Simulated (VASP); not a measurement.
All values below come from PBEsol GGA, VASP's PBE PAW potentials (set 64) (plane waves; VASP).

VASP input:

### KPOINTS
```
Automatic
0
G
12 12 6
```

### POSCAR
```
BN
1
    2.3250000000     0.0000000000     0.0000000000
   -1.1625000000     2.0135090000     0.0000000000
    0.0000000000     0.0000000000     3.8750000000
B N
2 2
Direct
  0.0000000000   0.0000000000   0.0000000000
  0.0000000000   0.0000000000   0.5000000000
  0.3333330000   0.6666670000   0.2500000000
  0.6666670000   0.3333330000   0.7500000000
```

### INCAR
```
SYSTEM = BN
PREC = Accurate
ENCUT = 520
EDIFF = 1E-6
NELM = 100
ALGO = Normal
LREAL = .FALSE.
LASPH = .TRUE.
ISMEAR = 0
SIGMA = 0.05
GGA = PS
LWAVE = .FALSE.
LCHARG = .FALSE.
IBRION = 2
ISIF = 3
NSW = 60
EDIFFG = -0.01
```

POTCAR, in this order: B N (PBE.64 set). Program: vasp_std.

The resulting files:

OSZICAR:
```
       N       E                     dE             d eps       ncg     rms          rms(c)
DAV:   1     0.558127837026E+02    0.55813E+02   -0.93150E+03  1824   0.136E+03
DAV:   2    -0.284535779317E+02   -0.84266E+02   -0.77685E+02  2552   0.288E+02
DAV:   3    -0.307601554409E+02   -0.23066E+01   -0.22938E+01  2396   0.477E+01
DAV:   4    -0.307745471554E+02   -0.14392E-01   -0.14379E-01  2204   0.358E+00
DAV:   5    -0.307747167250E+02   -0.16957E-03   -0.16949E-03  2320   0.334E-01    0.965E+00
DAV:   6    -0.291291385772E+02    0.16456E+01   -0.44510E+00  2248   0.180E+01    0.428E+00
DAV:   7    -0.290650972939E+02    0.64041E-01   -0.27824E-01  2304   0.492E+00    0.261E+00
DAV:   8    -0.290526636183E+02    0.12434E-01   -0.22541E-02  2116   0.140E+00    0.311E-01
DAV:   9    -0.290517165077E+02    0.94711E-03   -0.23241E-03  2248   0.478E-01    0.562E-02
DAV:  10    -0.290517136287E+02    0.28789E-05   -0.10517E-04  2232   0.101E-01    0.139E-02
DAV:  11    -0.290517128005E+02    0.82823E-06   -0.77227E-06  2308   0.257E-02
   1 F= -.29051713E+02 E0= -.29051713E+02  d E =-.290517E+02
       N       E                     dE             d eps       ncg     rms          rms(c)
DAV:   1    -0.324514307231E+02   -0.33997E+01   -0.97869E+01  2100   0.938E+01    0.130E+01
DAV:   2    -0.292947543990E+02    0.31567E+01   -0.10061E+01  2176   0.278E+01    0.345E+00
DAV:   3    -0.291687772516E+02    0.12598E+00   -0.57354E-01  2168   0.636E+00    0.141E+00
DAV:   4    -0.291129150222E+02    0.55862E-01   -0.80981E-02  2140   0.237E+00    0.429E-01
DAV:   5    -0.291095068436E+02    0.34082E-02   -0.14799E-02  2372   0.960E-01    0.211E-01
DAV:   6    -0.291093942778E+02    0.11257E-03   -0.59519E-04  2120   0.243E-01    0.105E-01
DAV:   7    -0.291093242203E+02    0.70057E-04   -0.30907E-04  2340   0.129E-01    0.491E-03
DAV:   8    -0.291093249624E+02   -0.74215E-06   -0.78823E-06  2064   0.273E-02
   2 F= -.29109325E+02 E0= -.29109325E+02  d E =-.576122E-01
       N       E                     dE             d eps       ncg     rms          rms(c)
DAV:   1    -0.307109035854E+02   -0.16016E+01   -0.27658E+01  2164   0.559E+01    0.666E+00
DAV:   2    -0.299378291239E+02    0.77307E+00   -0.20296E+00  2104   0.133E+01    0.222E+00
DAV:   3    -0.298842793116E+02    0.53550E-01   -0.16929E-01  2260   0.372E+00    0.811E-01
DAV:   4    -0.298714141289E+02    0.12865E-01   -0.12177E-02  2172   0.987E-01    0.345E-01
DAV:   5    -0.298699699091E+02    0.14442E-02   -0.28631E-03  2204   0.480E-01    0.161E-01
DAV:   6    -0.298699558617E+02    0.14047E-04   -0.66856E-05  2264   0.858E-02    0.268E-02
DAV:   7    -0.298699536217E+02    0.22399E-05   -0.13087E-05  2212   0.289E-02    0.675E-03
DAV:   8    -0.298699538027E+02   -0.18095E-06   -0.19147E-07  1200   0.501E-03
   3 F= -.29869954E+02 E0= -.29869954E+02  d E =-.818241E+00
       N       E                     dE             d eps       ncg     rms          rms(c)
DAV:   1    -0.298710407117E+02   -0.10871E-02   -0.14823E-02  2192   0.126E+00    0.156E-01
DAV:   2    -0.298706101185E+02    0.43059E-03   -0.11214E-03  2124   0.313E-01    0.499E-02
DAV:   3    -0.298705839270E+02    0.26191E-04   -0.82578E-05  2324   0.843E-02    0.176E-02
DAV:   4    -0.298705776022E+02    0.63248E-05   -0.64980E-06  2152   0.228E-02    0.685E-03
DAV:   5    -0.298705771898E+02    0.41235E-06   -0.12181E-06  1108   0.103E-02
   4 F= -.29870577E+02 E0= -.29870577E+02  d E =-.818864E+00
       N       E                     dE             d eps       ncg     rms          rms(c)
DAV:   1    -0.298707301096E+02   -0.15251E-03   -0.94738E-03  2184   0.101E+00    0.124E-01
DAV:   2    -0.298704577495E+02    0.27236E-03   -0.70569E-04  2132   0.249E-01    0.397E-02
DAV:   3    -0.298704410134E+02    0.16736E-04   -0.52777E-05  2304   0.674E-02    0.141E-02
DAV:   4    -0.298704370742E+02    0.39391E-05   -0.41476E-06  2080   0.183E-02    0.554E-03
DAV:   5    -0.298704368597E+02    0.21457E-06   -0.78238E-07  1048   0.824E-03
   5 F= -.29870437E+02 E0= -.29870437E+02  d E =-.818724E+00
       N       E                     dE             d eps       ncg     rms          rms(c)
DAV:   1    -0.298743947862E+02   -0.39577E-02   -0.23028E-01  2044   0.492E+00    0.359E-01
DAV:   2    -0.298727890219E+02    0.16058E-02   -0.41765E-03  2272   0.657E-01    0.196E-01
DAV:   3    -0.298721900199E+02    0.59900E-03   -0.67199E-04  2212   0.233E-01    0.524E-02
DAV:   4    -0.298721488230E+02    0.41197E-04   -0.10429E-04  2224   0.964E-02    0.850E-03
DAV:   5    -0.298721488044E+02    0.18601E-07   -0.61829E-06  2092   0.241E-02
   6 F= -.29872149E+02 E0= -.29872149E+02  d E =-.171194E-02
       N       E                     dE             d eps       ncg     rms          rms(c)
DAV:   1    -0.298734557039E+02   -0.13069E-02   -0.32744E-02  2044   0.185E+00    0.136E-01
DAV:   2    -0.298732210967E+02    0.23461E-03   -0.58965E-04  2256   0.249E-01    0.737E-02
DAV:   3    -0.298731352424E+02    0.85854E-04   -0.10062E-04  2224   0.894E-02    0.198E-02
DAV:   4    -0.298731287783E+02    0.64640E-05   -0.15869E-05  2212   0.373E-02    0.345E-03
DAV:   5    -0.298731285673E+02    0.21101E-06   -0.10293E-06  1128   0.101E-02
   7 F= -.29873129E+02 E0= -.29873129E+02  d E =-.269171E-02
       N       E                     dE             d eps       ncg     rms          rms(c)
DAV:   1    -0.298736742196E+02   -0.54544E-03   -0.13839E-02  2172   0.122E+00    0.150E-01
DAV:   2    -0.298732756298E+02    0.39859E-03   -0.10346E-03  2108   0.301E-01    0.483E-02
DAV:   3    -0.298732496470E+02    0.25983E-04   -0.77126E-05  2316   0.814E-02    0.170E-02
DAV:   4    -0.298732427499E+02    0.68971E-05   -0.60976E-06  2124   0.222E-02    0.659E-03
DAV:   5    -0.298732418679E+02    0.88195E-06   -0.11318E-06  1044   0.993E-03
   8 F= -.29873242E+02 E0= -.29873242E+02  d E =-.113301E-03
       N       E                     dE             d eps       ncg     rms          rms(c)
DAV:   1    -0.298733557786E+02   -0.11303E-03   -0.18676E-03  2168   0.449E-01    0.559E-02
DAV:   2    -0.298733007827E+02    0.54996E-04   -0.14317E-04  2112   0.112E-01    0.180E-02
DAV:   3    -0.298732976312E+02    0.31515E-05   -0.10526E-05  2288   0.301E-02    0.621E-03
DAV:   4    -0.298732969348E+02    0.69642E-06   -0.71933E-07  1024   0.811E-03
   9 F= -.29873297E+02 E0= -.29873297E+02  d E =-.168367E-03
```

### OUTCAR
```
------------------------ aborting loop because EDIFF is reached ----------------------------------------
  FORCE on cell =-STRESS in cart. coord.  units (eV):
  Direction    XX          YY          ZZ          XY          YZ          ZX
  --------------------------------------------------------------------------------------
  Total       -0.0012063     -0.0012063     -0.0024593      0.0000000     -0.0000000      0.0000000
  in kB       -0.0905337     -0.0905337     -0.1845774      0.0000000     -0.0000000      0.0000000
  external PRESSURE =      -0.1218816 kB  Pullay stress =       0.0000000 kB
  volume of cell :       21.35
      direct lattice vectors                 reciprocal lattice vectors
     2.481573768  0.000000000  0.000000000     0.402970088  0.232654897 -0.000000000
    -1.240786884  2.149105848 -0.000000000    -0.000000000  0.465309794 -0.000000000
     0.000000000  0.000000000  4.002750819    -0.000000000 -0.000000000  0.249828192
  FREE ENERGIE OF THE ION-ELECTRON SYSTEM (eV)
  ---------------------------------------------------
  free  energy   TOTEN  =       -29.8732969348 eV

  energy  without entropy=      -29.8732969348  energy(sigma->0) =      -29.87329693

 reached required accuracy - stopping structural energy minimisation
```
(Selected blocks of OUTCAR.)

CONTCAR:
```
BN
   1.00000000000000
     2.4815737678029439    0.0000000000000000    0.0000000000000000
    -1.2407868839014720    2.1491058475113354   -0.0000000000000000
     0.0000000000000000    0.0000000000000000    4.0027508194949775
  B               N
     2     2
Direct
     0.0000000000000000    0.0000000000000000    0.0000000000000000
     0.0000000000000000    0.0000000000000000    0.5000000000000000
     0.3333330000000032    0.6666669999999968    0.2500000000000000
     0.6666669999999968    0.3333330000000032    0.7500000000000000
```

**OUTCAR**
```
 val. band max:       10.2396460617   @ k =   0.1667   0.0000   0.0000

 cond. band min:      11.8147566039   @ k =   0.3333   0.3333   0.0000


 Fermi energy:        10.4870086663

 k-point     1 :       0.0000    0.0000    0.0000
  band No.  band energies     occupation
      1     -12.2165      2.00000
      2      -7.0536      2.00000
      3      -2.1594      2.00000
      4       8.7935      2.00000
      5       8.7936      2.00000
      6       9.5650      2.00000
      7       9.5650      2.00000
      8       9.9633      2.00000
      9      16.1953      0.00000
     10      18.6135      0.00000
     11      18.6135      0.00000
     12      18.6531      0.00000

 k-point     2 :       0.0833    0.0000    0.0000
  band No.  band energies     occupation
      1     -12.0436      2.00000
      2      -6.8919      2.00000
      3      -2.0074      2.00000
      4       7.4638      2.00000
      5       8.0319      2.00000
      6       9.2578      2.00000
      7       9.9532      2.00000
      8       9.9982      2.00000
      9      16.7848      0.00000
     10      18.0746      0.00000
     11      18.3316      0.00000
     12      18.8024      0.00000

 k-point     3 :       0.1667    0.0000    0.0000
  band No.  band energies     occupation
      1     -11.5275      2.00000
      2      -6.4177      2.00000
      3      -1.5558      2.00000
      4       5.0310      2.00000
      5       6.9245      2.00000
      6       7.9175      2.00000
      7       9.8081      2.00000
      8      10.2396      2.00000
      9      16.8306      0.00000
     10      17.2428      0.00000
     11      17.6476      0.00000
     12      18.7791      0.00000

 k-point     4 :       0.2500    0.0000    0.0000
  band No.  band energies     occupation
      1     -10.6788      2.00000
      2      -5.6821      2.00000
      3      -0.8212      2.00000
      4       2.4456      2.00000
      5       5.9156      2.00000
      6       6.0085      2.00000
...
```

Energy and stress use the plane-wave basis of the starting cell.

The structure was generated: BN was put into the NiAs type type (P6_3/mmc), which need not be its known phase. This run relaxes it. Symmetry was kept, so distortions that lower it aren't found.
